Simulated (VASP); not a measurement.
CdO (rock salt):

```
CELL_PARAMETERS angstrom
      0.00000     2.35000     2.35000
      2.35000     0.00000     2.35000
      2.35000     2.35000     0.00000
ATOMIC_POSITIONS crystal
  Cd 0.00000 0.00000 0.00000
  O  0.50000 0.50000 0.50000
```

The lowest empty band near Γ, direction [100], from mBJ (TB09) with spin-orbit coupling in VASP (PAW); its two spin partners are averaged. The gap over the points computed is 1.40 eV, and the next band on that side lies 15.68 eV away at the edge.

Numerical set-up: 520 eV cut-off, 11×11×11 Γ-centred mesh, Gaussian smearing of 0.050 eV, potentials Cd O.

```tsv
distance from the edge in k (1/Å)	distance in energy (meV)
0.018	5.1
0.025	9.8
0.035	19.3
0.050	39.2
0.070	76.2
```

Task: Fit E(1 + αE) = ħ²k²/2m* (ħ²/2m0 = 3.810 eV Å²) and predict the row at 0.095 1/Å.

Result: Least squares on the energies gives the electron mass m* = 0.241 m0 and α = 0.21 per eV, and so 138.5 meV. The run gave 138.5 meV, -0.0 meV from the fit.

Left out are points under 3 meV from the edge, since the levels carry 0.1 meV, and points farther than half the way to the next band.

The compound is CdO in the rock salt structure. The cell was not relaxed at this level.
